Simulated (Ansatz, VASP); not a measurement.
**Cross-check of Te2As between VASP and Ansatz**

One calculation is typed for both programs; each brings its own data sets. How far apart do they land? The cell is generated by rule, not measured, and may not be a known phase. The cell is taken from a series of runs on this material, whose earlier steps may have relaxed, scaled, displaced or heated it; both programs get it as it stands.

Program: Ansatz 0.2.0. Level of theory: plane waves, with VASP 6.6.1 beside it; relaxation of cell and atoms at LDA. Results are calculated unless marked as measured.

The structure was built from a prototype and need not be the compound's stable phase.

## (1) Starting point

Symmetry: Pmmn, No. 59, orthorhombic system. The conventional cell has a = 4.905 Å, b = 6.936 Å, c = 4.905 Å, α = 90.00°, β = 90.00°, γ = 90.00°. As has 2 Te at 2.71 Å nearest. Nearest to Te lie 1 As at 2.71 Å. Farther neighbours and most contacts between anions are not listed.

As a file:

```cif
data_structure
_symmetry_space_group_name_H-M 'P 1'
_symmetry_Int_Tables_number 1
_cell_length_a 4.9048
_cell_length_b 4.9048
_cell_length_c 6.9365
_cell_angle_alpha 90.000
_cell_angle_beta 90.000
_cell_angle_gamma 90.000
_cell_volume 166.87
loop_
_atom_site_label
_atom_site_type_symbol
_atom_site_fract_x
_atom_site_fract_y
_atom_site_fract_z
_atom_site_occupancy
As1 As 0.40825 0.50000 0.50000 1
As2 As 0.09175 0.00000 0.00000 1
Te3 Te 0.98437 0.50000 0.25000 1
Te4 Te 0.51563 0.00000 0.75000 1
Te5 Te 0.98437 0.50000 0.75000 1
Te6 Te 0.51563 0.00000 0.25000 1
```

## (2) VASP: relaxation of cell and atoms, LDA

The relaxed volume is the usual yardstick between codes: in a stiff, nearly cubic crystal its relative difference is about their pressure difference at one cell divided by the bulk modulus.

Lines of VASP's logs that name or quote its potential files are left out, and so is its time.

The input, INCAR:

```
SYSTEM = Te2As
PREC = Accurate
ENCUT = 500
EDIFF = 1E-07
NELM = 120
ISMEAR = 1
SIGMA = 0.15
LREAL = .FALSE.
ALGO = Normal
GGA = PW92
NBANDS = 23
LORBIT = 11
LWAVE = .FALSE.
LCHARG = .FALSE.
ISIF = 3
IBRION = 2
NSW = 80
EDIFFG = -0.005
LASPH = .TRUE.
GGA_COMPAT = .FALSE.
NELMIN = 4
KPAR = 2
```

The input, POSCAR:

```
Te2As
1.0
    0.0000000000     -3.4682330000     -3.4682330000
    0.0000000000      3.4682330000     -3.4682330000
    6.9364660000      0.0000000000      0.0000000000
As Te
2 4
Direct
    0.4082535689      0.5000000000      0.5000000000
    0.0917464311      0.0000000000      0.0000000000
    0.9843711481      0.5000000000      0.2500000000
    0.5156288519      0.0000000000      0.7500000000
    0.9843711481      0.5000000000      0.7500000000
    0.5156288519      0.0000000000      0.2500000000
```

The input, KPOINTS:

```
Automatic mesh
0
Gamma
6 6 4
0 0 0
```

The projector-augmented-wave data sets are As and Te (LDA family, release 64).

On the command line:

```console
$ mpirun -np 2 vasp_std
```

Numbers of over 12 decimals in the logs are rounded to 6 here.

The log of the run:

```text
[banner, memory and clock lines left out]
running    2 mpi-ranks, on    1 nodes
 distrk:  each k-point on    1 cores,    2 groups
 distr:  one band on    1 cores,    1 groups

 POSCAR found type information on POSCAR AsTe
 POSCAR found :  2 types and       6 ions
|                                                                             |
|               ----> ADVICE to this user running VASP <----                  |
|                                                                             |
|     You enforced a specific xc type in the INCAR file but a different       |
|     [... a line on the potential file left out ...]
|     I HOPE YOU KNOW WHAT YOU ARE DOING!                                     |
|                                                                             |

 LDA part: xc-table for (Slater(with rela. corr.)+PW92), standard interpolation
 POSCAR, INCAR and KPOINTS ok, starting setup
 FFT: planning ... GRIDC
 FFT: planning ... GRID_SOFT
 FFT: planning ... GRID
 WAVECAR not read
 entering main loop
       N       E                     dE             d eps       ncg     rms          rms(c)
DAV:   1     0.149879428374E+03    0.14988E+03   -0.12391E+04  2208   0.117E+03
DAV:   2    -0.114906354301E+02   -0.16137E+03   -0.15474E+03  2879   0.176E+02
DAV:   3    -0.238469793967E+02   -0.12356E+02   -0.12095E+02  2771   0.516E+01
DAV:   4    -0.241520695511E+02   -0.30509E+00   -0.30337E+00  2834   0.907E+00
DAV:   5    -0.241595821149E+02   -0.75126E-02   -0.75074E-02  3008   0.138E+00    0.152E+01
DAV:   6    -0.241181956480E+02    0.41386E-01   -0.18593E-02  2537   0.663E-01    0.914E+00
DAV:   7    -0.240974281276E+02    0.20768E-01   -0.32592E-02  2721   0.820E-01    0.278E-01
DAV:   8    -0.240974484452E+02   -0.20318E-04   -0.11510E-03  2752   0.191E-01    0.186E-01
DAV:   9    -0.240974433287E+02    0.51165E-05   -0.18186E-04  2720   0.664E-02    0.100E-01
DAV:  10    -0.240974367163E+02    0.66124E-05   -0.30874E-05  2690   0.303E-02    0.974E-03
DAV:  11    -0.240974369024E+02   -0.18604E-06   -0.32246E-06  2717   0.886E-03    0.600E-03
DAV:  12    -0.240974369188E+02   -0.16443E-07   -0.32098E-07  2436   0.288E-03
   1 F= -.24097437E+02 E0= -.24096457E+02  d E =-.240974E+02
[... from here on, the cycles between the ionic steps are left out ...]
   2 F= -.24140451E+02 E0= -.24139605E+02  d E =-.430140E-01
   3 F= -.24142107E+02 E0= -.24141268E+02  d E =-.446697E-01
  41 F= -.24821588E+02 E0= -.24821747E+02  d E =-.287543E-02
  42 F= -.24821721E+02 E0= -.24821938E+02  d E =-.300792E-02
  43 F= -.24823619E+02 E0= -.24823809E+02  d E =-.189793E-02
  44 F= -.24823760E+02 E0= -.24823885E+02  d E =-.203876E-02
  45 F= -.24824233E+02 E0= -.24824328E+02  d E =-.473962E-03
  46 F= -.24824896E+02 E0= -.24824885E+02  d E =-.113607E-02
  47 F= -.24825018E+02 E0= -.24824980E+02  d E =-.122726E-03
  48 F= -.24825053E+02 E0= -.24825026E+02  d E =-.157510E-03
  49 F= -.24825156E+02 E0= -.24825163E+02  d E =-.102580E-03
  50 F= -.24825156E+02 E0= -.24825162E+02  d E =-.102754E-03
 curvature:  -1.65 expect dE=-0.277E-04 dE for cont linesearch -0.118E-08
 trial: gam= 0.10340 g(F)=  0.127E-04 g(S)=  0.410E-05 ort = 0.432E-06 (trialstep = 0.167E+01)
 search vector abs. value=  0.197E-04
 bond charge predicted
       N       E                     dE             d eps       ncg     rms          rms(c)
DAV:   1    -0.248251772683E+02   -0.21412E-04   -0.13857E-03  2208   0.166E-01    0.145E-02
DAV:   2    -0.248251813083E+02   -0.40399E-05   -0.58587E-05  2686   0.368E-02    0.487E-03
DAV:   3    -0.248251806235E+02    0.68478E-06   -0.13812E-06  2718   0.633E-03    0.360E-03
DAV:   4    -0.248251804386E+02    0.18485E-06   -0.47429E-07  2460   0.315E-03    0.175E-03
DAV:   5    -0.248251804332E+02    0.54608E-08   -0.45559E-08  1153   0.104E-03
  51 F= -.24825180E+02 E0= -.24825196E+02  d E =-.245899E-04
 trial-energy change:   -0.000025  1 .order   -0.000024   -0.000028   -0.000020
 step:   6.0688(harm=  6.0688)  dis= 0.00179  next Energy=   -24.825207 (dE=-0.512E-04)
 reached required accuracy - stopping structural energy minimisation
```

From OUTCAR (step 2):

```text
ion  position               nearest neighbor table
   1  0.408  0.500  0.500-   3 2.71   5 2.71   4 3.05   6 3.05   4 3.05   6 3.05
   2  0.092  0.000  0.000-   4 2.71   6 2.71   5 3.05   3 3.05   3 3.05   5 3.05
   3  0.984  0.500  0.250-   1 2.71   2 3.05   2 3.05   6 3.36   6 3.36   5 3.47   5 3.47   6 3.58
                             6 3.58
   4  0.516  0.000  0.750-   2 2.71   1 3.05   1 3.05   5 3.36   5 3.36   6 3.47   6 3.47   5 3.58
                             5 3.58
   5  0.984  0.500  0.750-   1 2.71   2 3.05   2 3.05   4 3.36   4 3.36   3 3.47   3 3.47   4 3.58
                             4 3.58
   6  0.516  0.000  0.250-   2 2.71   1 3.05   1 3.05   3 3.36   3 3.36   4 3.47   4 3.47   3 3.58
                             3 3.58

  LATTYP: Found a simple tetragonal cell.
 ALAT       =     4.9048221461
 C/A-ratio  =     1.4142135624

 Subroutine GETGRP returns: Found  8 space group operations
 (whereof  4 operations were pure point group operations)

The static configuration has the point symmetry C_2v.
 The point group associated with its full space group is D_2h.

 Found     48 irreducible k-points:

   k-points           NKPTS =     48   k-points in BZ     NKDIM =     48   number of bands    NBANDS=     23

   dimension x,y,z NGX =    36 NGY =   36 NGZ =   54
   dimension x,y,z NGXF=    72 NGYF=   72 NGZF=  108

   ENCUT  =  500.0 eV  36.75 Ry    6.06 a.u.   8.94  8.94 12.65*2*pi/ulx,y,z

   NELECT =      34.0000    total number of electrons

 k-points in reciprocal lattice and weights: Automatic mesh
   0.00000000  0.00000000  0.00000000       0.007
   0.16666667  0.00000000  0.00000000       0.014
   0.00000000  0.16666667  0.00000000       0.014
   0.33333333  0.00000000  0.00000000       0.014
   0.00000000  0.33333333  0.00000000       0.014
   0.50000000  0.00000000  0.00000000       0.007
   0.00000000  0.50000000  0.00000000       0.007
   0.16666667  0.16666667  0.00000000       0.028
   0.33333333  0.16666667  0.00000000       0.028
[...]
-0.33333333  0.50000000  0.50000000       0.014
   0.50000000  0.50000000  0.50000000       0.007

 average (electrostatic) potential at core
       1 -52.3278       2 -52.3278       3 -89.1200       4 -89.1200       5 -89.1200
       6 -89.1200

 E-fermi :   6.4911

 k-point     1 :       0.0000    0.0000    0.0000
  band No.  band energies     occupation
    ...
     11       4.2534      2.00000
     12       4.3221      2.00000
     13       4.9495      2.00000
     14       5.1715      2.00000
     15       5.7987      2.00000
     16       7.3277     -0.00000
     17       7.3353     -0.00000
     18       7.4343     -0.00000
     19       7.5455     -0.00000
     20       7.8271     -0.00000
    ...

 k-point     2 :       0.1667    0.0000    0.0000
  band No.  band energies     occupation
    ...
     11       3.8306      2.00000
     12       4.2930      2.00000
     13       5.0491      2.00000
     14       5.1495      2.00000
     15       5.8770      2.00000
     16       6.5791      0.17215
     17       7.1186     -0.00000
     18       7.2893     -0.00000
     19       7.3987     -0.00000
     20       7.4034     -0.00000
    ...

 k-point     3 :       0.0000    0.1667    0.0000
  band No.  band energies     occupation
    ...
     12       3.5471      2.00000
     13       5.1762      2.00000
     14       5.5514      2.00000
     15       5.7436      2.00000
     16       5.7478      2.00000
     17       6.7787     -0.02067
     18       7.0751     -0.00000
     19       7.0875     -0.00000
     20       7.6720     -0.00000
     21       8.3860     -0.00000
    ...

  Total        0.0033548      0.0140990      0.0140990      0.0000000      0.0063301      0.0000000
  in kB        0.0322811      0.1356640      0.1356640      0.0000000      0.0609097      0.0000000
  external PRESSURE =       0.1012031 kB  Pullay stress =       0.0000000 kB

  energy-cutoff  :      500.00
  volume of cell :      166.51
      direct lattice vectors                 reciprocal lattice vectors
     0.000000000 -4.490865028 -4.490865028     0.000000000 -0.111337125 -0.111337125
     0.000000000  2.699871361 -2.699871361     0.000000000  0.185194009 -0.185194009
     6.866429513  0.000000000  0.000000000     0.145636098  0.000000000  0.000000000

 POSITION                                       TOTAL-FORCE (eV/Angst)
 -----------------------------------------------------------------------------------
      3.43321     -0.17506     -2.87493        -0.000000     -0.003362     -0.003362
      0.00000     -0.72044     -0.72044        -0.000000      0.003362      0.003362
      1.86032     -3.02758     -5.72745         0.002545     -0.003041     -0.003041
      5.29353     -2.35879     -2.35879         0.002545      0.003041      0.003041
      5.00611     -3.02758     -5.72745        -0.002545     -0.003041     -0.003041
      1.57290     -2.35879     -2.35879        -0.002545      0.003041      0.003041
 -----------------------------------------------------------------------------------
    total drift:                               -0.000000      0.000000      0.000000

  FREE ENERGIE OF THE ION-ELECTRON SYSTEM (eV)
  ---------------------------------------------------
  free  energy   TOTEN  =       -24.8251804332 eV

  energy  without entropy=      -24.8252281970  energy(sigma->0) =      -24.82519635

 reached required accuracy - stopping structural energy minimisation

 total charge
# of ion       s       p       d       tot
------------------------------------------
    1        1.356   1.241   0.054   2.651
    2        1.356   1.241   0.054   2.651
    3        1.435   1.840   0.048   3.323
    4        1.435   1.840   0.048   3.323
    5        1.435   1.840   0.048   3.323
    6        1.435   1.840   0.048   3.323
--------------------------------------------------
tot          8.453   9.842   0.298  18.593

[... 3 further parts left out ...]
```

The k-mesh is coarse for a metal. The run keeps the 8 symmetry operations of its start, so it cannot find a distortion of lower symmetry.

(Part 1 of 2 ends here.)

[Lines on the potential files, build, host, timing and source positions are cut from VASP's logs without a mark.]

[Logs are printed without paths, hosts, clocks, repeated set-up lines and the standing remarks that a program may print on its own settings, such as how far it seeks lower states.]

[Hosts, paths, dates, database ids (printed as entryN), source tags and the programs' standing remarks are cut or masked in the printed files.]
